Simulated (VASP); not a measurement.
OSZICAR of a VASP run on Cu (fcc):

### OSZICAR
```
       N       E                     dE             d eps       ncg     rms          rms(c)
DAV:   1     0.296234077256E+02    0.29623E+02   -0.48758E+03  4760   0.175E+03
DAV:   2    -0.536471163520E+01   -0.34988E+02   -0.32905E+02  4632   0.182E+02
DAV:   3    -0.572412725374E+01   -0.35942E+00   -0.35854E+00  5504   0.268E+01
DAV:   4    -0.572658516187E+01   -0.24579E-02   -0.24581E-02  5704   0.194E+00
DAV:   5    -0.572661283703E+01   -0.27675E-04   -0.27676E-04  5462   0.163E-01    0.804E+00
DAV:   6    -0.508359642213E+01    0.64302E+00   -0.17380E+01  4849   0.101E+02    0.372E+00
DAV:   7    -0.472849115127E+01    0.35511E+00   -0.25734E+00  4906   0.385E+01    0.635E-01
DAV:   8    -0.471235791491E+01    0.16133E-01   -0.62959E-03  5605   0.124E+00    0.283E-01
DAV:   9    -0.471083390309E+01    0.15240E-02   -0.82085E-03  5153   0.195E+00    0.148E-02
DAV:  10    -0.471084535079E+01   -0.11448E-04   -0.23407E-05  5663   0.854E-02    0.498E-03
DAV:  11    -0.471084736032E+01   -0.20095E-05   -0.64152E-07  5522   0.128E-02    0.604E-04
DAV:  12    -0.471084732714E+01    0.33171E-07   -0.18971E-08  2729   0.300E-03
   1 F= -.47108473E+01 E0= -.47108473E+01  d E =0.000000E+00
```

Q: Which electronic solver shows in the log?

A: It is blocked Davidson (ALGO = Normal, or the opening steps of other solvers). The INCAR had ALGO = Normal.

Q: Can the final energy be trusted as converged?

A: The run converged. It stopped with EDIFF = 1E-7, NELM = 100 (LDA (Ceperley-Alder, Perdew-Zunger), plane waves, VASP's LDA PAW potentials (set 64)).

The compound is Cu in the fcc structure. It was relaxed first, which changed the volume by -7 %.
